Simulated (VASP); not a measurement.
The system is InAs.

```
CELL_PARAMETERS angstrom
0.00000 3.01800 3.01800
3.01800 0.00000 3.01800
3.01800 3.01800 0.00000
ATOMIC_POSITIONS crystal
In 0.00000 0.00000 0.00000
As 0.25000 0.25000 0.25000
```

The cell was built by a generator and needn't be a form met in nature.

| Property | Result |
| --- | --- |
| Program | VASP 6.6.1 |
| Task | relaxation of cell and atoms |
| Functional | PBEsol |
| Potentials or basis | VASP PAW PBE potentials, release 64 (In_d, As) |
| Cutoff | 600 eV |
| k mesh | 10 × 10 × 10 |
| Occupations | gaussian, width 0.03 eV |
| Spin | no spin polarisation |

At the start: pressure 1.6 GPa; volume 27.49 Å³/atom.

Problem. How do energy, volume and symmetry change on relaxing?

Solution. Over 3 steps the energy falls by 3.7 meV/atom and the volume is 28.25 Å³/atom (+2.8 %); space group F-43m (No. 216, to 0.05 Å).

The path:
```csv
step,energy change (eV),largest force (eV/Å),pressure (GPa),volume (Å³)
1,0.0000,0.0000,1.62,54.98
2,-0.0059,0.0000,-0.70,57.21
3,-0.0075,0.0000,0.01,56.49
```

Final structure:
```yaml
crystal:
  lattice:
    - [0.00000, 3.04545, 3.04545]
    - [3.04545, 0.00000, 3.04545]
    - [3.04545, 3.04545, 0.00000]
  atoms:
    - { symbol: In, position: [0.00000, 0.00000, 0.00000] }
    - { symbol: As, position: [0.25000, 0.25000, 0.25000] }
```

Caveat: the PAW data sets were made with another functional, which shifts forces and pressure a little.
